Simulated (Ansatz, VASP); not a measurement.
# Cross-check of Al8Si (Al(100)-c(2x2)-Si, bridge site) between VASP and Ansatz

Aim: how closely do two programs agree when they are given the same cell, functional and k mesh? Of the first pair: The cell is taken from a series of runs on this material, whose earlier steps may have relaxed, scaled, displaced or heated it; both programs get it as it stands.

Calculated with Ansatz 0.2.0; plane waves, with VASP 6.6.1 beside it; single point at RPBE and single point at r2SCAN.

### Step 1. Starting point

The cell holds 9 atoms: 8 Al and 1 Si. Cell: a = 4.050 Å, b = 4.050 Å, c = 24.958 Å, α = 90.0°, β = 90.0°, γ = 90.0°. Vacuum lies along c.

### Step 2. VASP: single point, RPBE

A single point gives forces, pressure and levels at one fixed geometry, so differences don't come from the geometry; what else differs is listed under the comparison.

Lines of VASP's logs that name or quote its potential files are left out, and so is its time.

INCAR reads:

```
SYSTEM = Al8Si
PREC = Accurate
ENCUT = 400
EDIFF = 1E-06
NELM = 120
ISMEAR = -1
SIGMA = 0.05
LREAL = .FALSE.
ALGO = Normal
GGA = RP
NBANDS = 23
LORBIT = 11
LWAVE = .FALSE.
LCHARG = .FALSE.
ISIF = 2
LDIPOL = .TRUE.
IDIPOL = 3
DIPOL = 0.5 0.5 0.484
LVHAR = .TRUE.
LASPH = .TRUE.
GGA_COMPAT = .FALSE.
NELMDL = -8
KPAR = 2
```

POSCAR reads:

```
Al8Si
1.0
    4.0500000000      0.0000000000      0.0000000000
    0.0000000000      4.0500000000      0.0000000000
    0.0000000000      0.0000000000     24.9584498931
Al Si
8 1
Direct
    0.0000000000      0.5000000000      0.3405660222
    0.5000000000      0.0000000000      0.3405660222
    0.0000000000      0.0000000000      0.4217008686
    0.5000000000      0.5000000000      0.4217008686
    0.0003582672      0.5003582672      0.5034634998
    0.4996417328      0.9996417328      0.5034634998
    0.9932187599      0.0067812401      0.5840100998
    0.5067812401      0.4932187599      0.5840100998
    0.2500000000      0.7500000000      0.6631821168
```

KPOINTS reads:

```
Automatic mesh
0
Gamma
16 16 1
0 0 0
```

Potentials, in the order of the species: Al and Si (PBE family, release 64).

Command:

```console
> mpirun -np 2 vasp_std
```

Numbers of over 12 decimals in the logs are rounded to 6 here.

What it wrote:

```text
[banner, memory and clock lines left out]
running    2 mpi-ranks, on    1 nodes
 distrk:  each k-point on    1 cores,    2 groups
 distr:  one band on    1 cores,    1 groups

 POSCAR found type information on POSCAR AlSi
 POSCAR found :  2 types and       9 ions
|                                                                             |
|               ----> ADVICE to this user running VASP <----                  |
|                                                                             |
|     You enforced a specific xc type in the INCAR file but a different       |
|     [... a line on the potential file left out ...]
|     I HOPE YOU KNOW WHAT YOU ARE DOING!                                     |
|                                                                             |

 LDA part: xc-table for (Slater+PW92), standard interpolation
 POSCAR, INCAR and KPOINTS ok, starting setup
 FFT: planning ... GRIDC
 FFT: planning ... GRID_SOFT
 FFT: planning ... GRID
 WAVECAR not read
 entering main loop
       N       E                     dE             d eps       ncg     rms          rms(c)
DAV:   1     0.793844264856E+02    0.79384E+02   -0.75435E+03  3358   0.706E+02
DAV:   2    -0.264544171702E+02   -0.10584E+03   -0.10189E+03  4878   0.132E+02
DAV:   3    -0.312738924349E+02   -0.48195E+01   -0.46941E+01  4217   0.284E+01
DAV:   4    -0.314824825883E+02   -0.20859E+00   -0.20839E+00  5726   0.728E+00
DAV:   5    -0.314865685842E+02   -0.40860E-02   -0.40857E-02  5469   0.920E-01
DAV:   6    -0.314867711189E+02   -0.20253E-03   -0.20253E-03  5797   0.170E-01
DAV:   7    -0.314867805135E+02   -0.93946E-05   -0.93946E-05  5413   0.296E-02
DAV:   8    -0.314867812589E+02   -0.74542E-06   -0.74531E-06  4868   0.673E-03    0.583E+00
DAV:   9    -0.306107261450E+02    0.87606E+00   -0.39992E+00  3942   0.765E+00    0.373E+00
DAV:  10    -0.306169524825E+02   -0.62263E-02   -0.24692E+00  3942   0.606E+00    0.225E+00
DAV:  11    -0.313280133587E+02   -0.71106E+00   -0.87534E+00  4884   0.109E+01    0.284E+00
DAV:  12    -0.303157720027E+02    0.10122E+01   -0.42792E+00  4394   0.755E+00    0.412E-01
DAV:  13    -0.303348148753E+02   -0.19043E-01   -0.25159E-01  3995   0.176E+00    0.381E-01
DAV:  14    -0.303318348861E+02    0.29800E-02   -0.12624E-02  4839   0.555E-01    0.194E-01
[...]
DAV:  24    -0.303256896388E+02   -0.18648E-04   -0.31291E-06  3731   0.660E-03    0.121E-02
DAV:  25    -0.303257125800E+02   -0.22941E-04   -0.25527E-06  3441   0.589E-03    0.639E-03
DAV:  26    -0.303257273653E+02   -0.14785E-04   -0.94673E-07  3179   0.372E-03    0.930E-03
DAV:  27    -0.303257359564E+02   -0.85910E-05   -0.95196E-07  3224   0.354E-03    0.253E-03
DAV:  28    -0.303257385855E+02   -0.26291E-05   -0.26820E-07  2702   0.203E-03    0.640E-04
DAV:  29    -0.303257400911E+02   -0.15056E-05   -0.74216E-08  2630   0.116E-03    0.347E-04
DAV:  30    -0.303257412504E+02   -0.11593E-05   -0.42064E-08  2667   0.807E-04    0.304E-04
DAV:  31    -0.303257417207E+02   -0.47036E-06   -0.17791E-08  2641   0.546E-04
   1 F= -.30325742E+02 E0= -.30308700E+02  d E =-.340826E-01
```

OUTCAR, selected parts (step 2):

```text
ion  position               nearest neighbor table
   1  0.000  0.500  0.341-   3 2.86   4 2.86   3 2.86   4 2.86   2 2.86   2 2.86   2 2.86   2 2.86

  LATTYP: Found a simple tetragonal cell.
 ALAT       =     4.0500000000
 C/A-ratio  =     6.1625802205

 Subroutine GETGRP returns: Found  4 space group operations
 (whereof  2 operations were pure point group operations)

The static configuration has the point symmetry C_1h.
 The point group associated with its full space group is C_2v.

 Found     73 irreducible k-points:

   k-points           NKPTS =     73   k-points in BZ     NKDIM =     73   number of bands    NBANDS=     23

   dimension x,y,z NGX =    28 NGY =   28 NGZ =  168
   dimension x,y,z NGXF=    56 NGYF=   56 NGZF=  336

   ENCUT  =  400.0 eV  29.40 Ry    5.42 a.u.   6.60  6.60 40.70*2*pi/ulx,y,z

   NELECT =      28.0000    total number of electrons

 k-points in reciprocal lattice and weights: Automatic mesh
   0.00000000  0.00000000  0.00000000       0.004
   0.06250000  0.00000000  0.00000000       0.016
   0.12500000  0.00000000  0.00000000       0.016
   0.18750000  0.00000000  0.00000000       0.016
   0.25000000  0.00000000  0.00000000       0.016
   0.31250000  0.00000000  0.00000000       0.016
   0.37500000  0.00000000  0.00000000       0.016
   0.43750000  0.00000000  0.00000000       0.016
   0.50000000  0.00000000  0.00000000       0.008
[...]
0.50000000  0.43750000  0.00000000       0.016
   0.50000000  0.50000000  0.00000000       0.004

 dipolmoment           0.000000      0.000000      0.064060 electrons x Angstroem

 average (electrostatic) potential at core
       1 -80.8579       2 -80.8579       3 -80.8421       4 -80.8421       5 -80.8276
       6 -80.8276       7 -80.6443       8 -80.6443       9 -89.5991

 E-fermi :   0.0383

 k-point     1 :       0.0000    0.0000    0.0000
  band No.  band energies     occupation
    ...
     10      -1.2232      2.00000
     11      -1.1981      2.00000
     12      -1.0745      2.00000
     13      -0.3499      1.99915
     14       0.0546      0.83897
     15       0.3004      0.01053
     16       0.7253      0.00000
     17       0.7813      0.00000
     18       1.5689      0.00000
     19       1.6497      0.00000
    ...

 k-point     2 :       0.0625    0.0000    0.0000
  band No.  band energies     occupation
    ...
     10      -1.2155      2.00000
     11      -1.0785      2.00000
     12      -0.6288      2.00000
     13      -0.3069      1.99799
     14       0.0207      1.17482
     15       0.4048      0.00131
     16       0.7134      0.00000
     17       1.0131      0.00000
     18       1.5446      0.00000
     19       1.7616      0.00000
    ...

 k-point     3 :       0.1250    0.0000    0.0000
  band No.  band energies     occupation
    ...
      9      -1.4498      2.00000
     10      -1.1730      2.00000
     11      -1.0394      2.00000
     12      -0.9344      2.00000
     13      -0.1682      1.96839
     14       0.5742      0.00004
     15       0.6773      0.00001
     16       0.6884      0.00000
     17       1.4177      0.00000
     18       1.5232      0.00000
    ...

  Total       -2.0932056     -2.0932056      2.0967759     -0.7326684      0.0000000      0.0000000
  in kB       -8.1920917     -8.1920917      8.2060647     -2.8674138      0.0000000      0.0000000
  external PRESSURE =      -2.7260396 kB  Pullay stress =       0.0000000 kB

  energy-cutoff  :      400.00
  volume of cell :      409.38
      direct lattice vectors                 reciprocal lattice vectors
     4.050000000  0.000000000  0.000000000     0.246913580  0.000000000  0.000000000
     0.000000000  4.050000000  0.000000000     0.000000000  0.246913580  0.000000000
     0.000000000  0.000000000 24.958449893     0.000000000  0.000000000  0.040066591

 POSITION                                       TOTAL-FORCE (eV/Angst)
 -----------------------------------------------------------------------------------
      0.00000      2.02500      8.50000        -0.063236     -0.063236     -0.138867
      2.02500      0.00000      8.50000         0.063236      0.063236     -0.138867
      0.00000      0.00000     10.52500        -0.037296      0.037296      0.032050
      2.02500      2.02500     10.52500         0.037296     -0.037296      0.032050
      0.00145      2.02645     12.56567         0.022452      0.022452     -0.041165
      2.02355      4.04855     12.56567        -0.022452     -0.022452     -0.041165
      4.02254      0.02746     14.57599        -0.071462      0.071462      0.014476
      2.05246      1.99754     14.57599         0.071462     -0.071462      0.014476
      1.01250      3.03750     16.55200         0.000000     -0.000000      0.267013
 -----------------------------------------------------------------------------------
    total drift:                                0.000000      0.000000     -0.000033

  FREE ENERGIE OF THE ION-ELECTRON SYSTEM (eV)
  ---------------------------------------------------
  free  energy   TOTEN  =       -30.3257417207 eV

  energy  without entropy=      -30.2916590986  energy(sigma->0) =      -30.30870041

 vacuum level on the upper side and lower side of the slab         5.017         4.311

 total charge
# of ion       s       p       d       tot
------------------------------------------
    1        0.467   0.294   0.000   0.761
    2        0.467   0.294   0.000   0.761
    3        0.430   0.336   0.000   0.765
    4        0.430   0.336   0.000   0.765
    5        0.431   0.335   0.000   0.766
    6        0.431   0.335   0.000   0.766
    7        0.447   0.335   0.000   0.782
    8        0.447   0.335   0.000   0.782
    9        0.910   0.658   0.000   1.568
--------------------------------------------------
tot          4.459   3.257   0.000   7.716

[... 3 further parts left out ...]
```

### Step 3. Ansatz: single point, RPBE

Ansatz runs on its default PAW (the set named soft_2) files.

The same cell, functional, mesh and smearing now go to Ansatz, which takes its cutoff from its data sets.

input.yaml reads:

```yaml
crystal:
  lattice:
    - [4.05, 0.0, 0.0]
    - [0.0, 4.05, 0.0]
    - [0.0, 0.0, 24.9584498931]
  atoms:
    - { symbol: Al, position: [0.0, 0.5, 0.3405660222] }
    - { symbol: Al, position: [0.5, 0.0, 0.3405660222] }
    - { symbol: Al, position: [0.0, 0.0, 0.4217008686] }
    - { symbol: Al, position: [0.5, 0.5, 0.4217008686] }
    - { symbol: Al, position: [0.0003582672, 0.5003582672, 0.5034634998] }
    - { symbol: Al, position: [0.4996417328, -0.0003582672, 0.5034634998] }
    - { symbol: Al, position: [-0.0067812401, 0.0067812401, 0.5840100998] }
    - { symbol: Al, position: [0.5067812401, 0.4932187599, 0.5840100998] }
    - { symbol: Si, position: [0.25, 0.75, 0.6631821168] }
kpoints:
  mp_grid: { grid: [16, 16, 1] }
hamiltonian:
  xc: rpbe
scf:
  occupations: { method: fermi_dirac, width: 0.05 }
  convergence: { dr2_threshold: 1.0e-09 }
  n_extra_bands: 20
efield:
  axis: 3
  dipole_correction: true
  ramp_position: 0.97
  ramp_width: 0.06
output:
  band_densities: [{ e_range: [-0.4, 0] }, { e_range: [0, 0.4] }]
  write_potential: true
  write_density: true
  volumetric_format: npy
```

Command:

```console
> ansatz run input.yaml --threads 2 --pin off --max-ram 3072MiB --backend cpu --events-out ev --progress --plain --runs-dir out
```

What it wrote:

```text
scf.n_extra_bands = 20 over 14 filled bands (N_el = 28.0): the run solves 34 bands
Engine: ansatz 0.2.0, x86_64-unknown-linux-gnu
Pseudopotentials: kind: paw
Pseudopotential: Al, paw, valence charge 3, recommended cutoff 420 eV (normal), Al.paw.azcp
Pseudopotential: Si, paw, valence charge 4, recommended cutoff 420 eV (normal), Si.paw.azcp
Functional definition: RPBE
  parameter kappa = 0.804
  parameter beta = 0.066725
  exchange = rpbe_x(kappa = kappa, mu = beta*pi^2/3)
  correlation = pbe_c(beta = beta)
Crystal: 9 atoms, lattice volume = 409.381 Å³
Basis set: ecut = 420 eV, 8051 PW (Γ)
Bands: 34, of which v1, the nominal top of the filled ones, is band 14 counted from 1 (13 counted from 0)
Symmetry: 4 space group operations
Space group: Cmm2 (ITA 35), of the structure as read, at distance tolerance 7.4e-5 Å
k-points: 73 of 256
Non-local potential: Al, projectors of the file, l = 0: 2, l = 1: 2, l = 2: 1
Non-local potential: Si, projectors of the file, l = 0: 2, l = 1: 2, l = 2: 2
PAW form: soft (Blöchl's): semilocal exchange-correlation on the pseudo side does not see the compensation charge
PAW frozen core: Al, regenerated for the run's functional, and the local potential with it (the file was generated under x = pbe(κ = 0.804, μ = 0.219515), c = pbe(β = 0.066725))
PAW frozen core: Si, regenerated for the run's functional, and the local potential with it (the file was generated under x = pbe(κ = 0.804, μ = 0.219515), c = pbe(β = 0.066725))
PAW one-centre angular grid: Al, 110 points (default); XC on 64 Gauss nodes
PAW one-centre angular grid: Si, 110 points (default); XC on 64 Gauss nodes
Initial density: superposition of atomic densities (neutral atoms: chi_scale 0, normalization atom), corrected by the library's trained network
Initial wavefunctions: pseudopotential atomic-orbital guess
Functional: x = rpbe, c = pbe(β = 0.066725)
SCF iter   1: F=—  HF=-4959.561600 eV  |F-HF|=—  |Δ(HF+E_count)|=         —  Δρ=1.95e-3  dr2=2.31e-1  ethr=1.77e-3  p=-0.090 e·Å  D=-3.96e-2 V/Å  ΔV_dip=0.99 eV  dr2_dipole=1.01e-1  V_vac-E_F(+/−)=5.02/4.03 eV  ⟨swp⟩=8.5  Hψ=15484  notcnv=0  defer=439
efield: sawtooth ramp at fractional position 0.9700 (set: `efield.ramp_position`, or a place that a band, a saddle search or an elastic batch's reference lends), width 0.0600; the density the first Hamiltonian is built on has a dipole p = -0.090 e·Å; the dipole correction subtracts the counter field D = -3.96e-2 V/Å, which shifts the + side's vacuum level by +0.99 eV against the − side's; the planar-averaged density in the ramp window peaks in size at 1.8e-5 e/Å³
preconditioner: auto → LDOS  [metal: Δε(μ)=0.005 eV  Ē_g=8.127 eV  σ=0.050 eV  W_gap=0.02  n_scr=40 (ndim 8)  ℏωp=9.7 eV  f_vac=0.497  D(μ)=4.05/eV (n_scr^D=10)  β→1.0]
SCF iter   2: F=—  HF=-4959.552254 eV  |F-HF|=—  |Δ(HF+E_count)|=   9.35e-3  Δρ=5.54e-4  dr2=5.84e-3  ethr=8.25e-4  p=-0.065 e·Å  D=-2.88e-2 V/Å  ΔV_dip=0.72 eV  dr2_dipole=5.85e-4  V_vac-E_F(+/−)=5.00/4.28 eV  ⟨swp⟩=1.9  Hψ=3262  notcnv=0  defer=778
SCF iter   3: F=—  HF=-4959.552333 eV  |F-HF|=—  |Δ(HF+E_count)|=   7.96e-5  Δρ=1.40e-4  dr2=4.48e-4  ethr=2.08e-5  p=-0.064 e·Å  D=-2.82e-2 V/Å  ΔV_dip=0.70 eV  dr2_dipole=2.64e-5  V_vac-E_F(+/−)=4.98/4.27 eV  ⟨swp⟩=2.4  Hψ=2603  notcnv=0  defer=833
SCF iter   4: F=—  HF=-4959.552376 eV  |F-HF|=—  |Δ(HF+E_count)|=   4.25e-5  Δρ=3.64e-5  dr2=9.33e-6  ethr=1.60e-6  p=-0.064 e·Å  D=-2.85e-2 V/Å  ΔV_dip=0.71 eV  dr2_dipole=6.52e-7  V_vac-E_F(+/−)=4.98/4.27 eV  ⟨swp⟩=2.2  Hψ=2515  notcnv=0  defer=833
SCF iter   5: F=—  HF=-4959.552385 eV  |F-HF|=—  |Δ(HF+E_count)|=   9.47e-6  Δρ=1.27e-5  dr2=1.72e-6  ethr=3.33e-8  p=-0.064 e·Å  D=-2.85e-2 V/Å  ΔV_dip=0.71 eV  dr2_dipole=6.80e-8  V_vac-E_F(+/−)=4.98/4.27 eV  ⟨swp⟩=2.3  Hψ=2872  notcnv=0  defer=833
SCF iter   6: F=—  HF=-4959.552420 eV  |F-HF|=—  |Δ(HF+E_count)|=   3.52e-5  Δρ=2.51e-6  dr2=5.05e-8  ethr=6.13e-9  p=-0.064 e·Å  D=-2.85e-2 V/Å  ΔV_dip=0.71 eV  dr2_dipole=3.01e-11  V_vac-E_F(+/−)=4.98/4.27 eV  ⟨swp⟩=2.8  Hψ=3010  notcnv=0  defer=833
SCF iter   7: F=—  HF=-4959.552420 eV  |F-HF|=—  |Δ(HF+E_count)|=   5.11e-8  Δρ=6.10e-7  dr2=6.17e-9  ethr=1.80e-10  p=-0.064 e·Å  D=-2.85e-2 V/Å  ΔV_dip=0.71 eV  dr2_dipole=2.19e-9  V_vac-E_F(+/−)=4.98/4.27 eV  ⟨swp⟩=2.4  Hψ=2904  notcnv=0  defer=833
SCF iter   8: F=-4959.552420 eV  HF=-4959.552420 eV  |F-HF|=1.56e-10  |Δ(HF+E_count)|=   3.33e-9  Δρ=1.68e-7  dr2=1.72e-10  ethr=3.57e-12  p=-0.064 e·Å  D=-2.85e-2 V/Å  ΔV_dip=0.71 eV  dr2_dipole=6.47e-12  V_vac-E_F(+/−)=4.98/4.27 eV  ⟨swp⟩=18.1  Hψ=17200  notcnv=0
SCF 1 converged in 8 iterations: F = -4959.552420 eV  dr2 = 1.72e-10
  greatest PAW one-centre occupation: 0.728 electrons in one spin orbital (limit 2), on the Si atom at site 8 (counted from 0), in its partial waves of l = 0
WARN: The output density's exchange-correlation potential varies sharply where the density is thin. Do not read a vacuum level from v_tot or v_xc, or from such a field of the output density. On a cell that repeats whose density bears no net charge and no dipole along the vacuum's axis use v_es (v_loc + v_h of the components); under efield.dipole_correction with no amplitude use v_es + v_field, which holds any externa [...]
SCF converged after 8 iterations
Free energy (F): -4959.552420 eV
Harris-Foulkes:  -4959.552420 eV  (|F-HF|=1.56e-10)
Internal energy: -4959.518331 eV  (E = F + TS)
E sigma→0 (E₀):  -4959.535376 eV
Entropy (-TS):   -0.034090 eV (-3.788 meV/atom)
Fermi energy:    0.028854 eV
Dipole field:    D = -0.028487 V/Å  (p = -0.064449 e·Å, saw-weighted, corrected)
Work function:   Φ+ = 4.9814 eV   Φ− = 4.2704 eV
Levels:          The Fermi level and band energies are counted from a zero that moves with the ramp; work functions are not
--- Per-component energies (eV) ---
  E_band       = -113.083334
  E_kinetic    = 210.004656
  E_local      = -6698.868508  (includes V_loc(G=0)·N_el)
  E_nonlocal   = 106.696198
  E_hartree    = 3283.040733
  E_xc         = -367.560752
  E_vxc        = -268.269806  (∫ρ·V_xc dr)
  E_paw        = -4275.305504  (= ΣΔE_a)
  E_vpaw       = -28.551941  (= ΣTr[D̂ρ^β])
  E_aug_tail   = -0.000003  (compensation charges beyond the density's cutoff)
  E_efield     = 0.000918  (sawtooth field / dipole correction)
  E_vefield    = -0.175081  (∫n·V_field dr)
  E_ewald      = 2782.636005
  E_core_change = -0.162074  (= ΣΔE_core)
  E_smearing   = -0.034090  (= −TS)
  E_closure    = 0.000000  (closes the sum)
  Σ components = -4959.552420   (vs F -4959.552420, Δ=0.00e0)
--- Band table (eV; the first three rows and the last of 73) ---
  k-point 0: bands = [... 10 lower, -1.2081, -1.0847, -0.3591, 0.0432, 0.2892, 0.7137, 0.7712, 1.5590, ... 16 higher]
  k-point 1: bands = [... 10 lower, -1.0881, -0.6387, -0.3171, 0.0097, 0.3940, 0.7035, 1.0020, 1.5345, ... 16 higher]
  k-point 2: bands = [... 10 lower, -1.0488, -0.9446, -0.1792, 0.5635, 0.6681, 0.6778, 1.4071, 1.5129, ... 16 higher]
  k-point 72: bands = [... 10 lower, -2.9377, -2.7770, -2.3629, -1.2766, -0.9656, -0.2801, -0.0768, 0.8908, ... 16 higher]
--- Band densities, each state counted as filled ---
  window                                       electrons  max residual (eV)  cut levels
  e_range: [-0.4, 0]                            1.695312             9.8e-6           0
  e_range: [0, 0.4]                             1.796875             1.0e-4           0
```

Reading the cycles: dr2 is the Hartree energy of the density residual (eV), the measure of convergence; HF is the Harris–Foulkes estimate of the energy, which meets the free energy F at convergence.

### Step 4. Comparison

Known differences besides the potentials themselves: the cutoff is 420 eV in Ansatz and 400 eV in VASP; Ansatz makes its cores anew for this functional, VASP keeps those of its PBE data sets. Total energies have different zeros and are not compared.

Compared:

| quantity | Ansatz | VASP | difference |
| --- | --- | --- | --- |
| work function, lower of the two faces (eV) | 4.27 | 4.27 | 0.00 |
| work function, higher of the two faces (eV) | 4.98 | 4.98 | 0.00 |

With vacuum in the cell, a pressure given here is an average over mostly empty space and none of the material.

(Continued in part 2 of 2.)

[Lines on the potential files, build, host, timing and source positions are cut from VASP's logs without a mark.]

[Logs are printed without paths, hosts, clocks, repeated set-up lines and the standing remarks that a program may print on its own settings, such as how far it seeks lower states.]

[Hosts, paths, dates, database ids (printed as entryN), source tags and the programs' standing remarks are cut or masked in the printed files.]
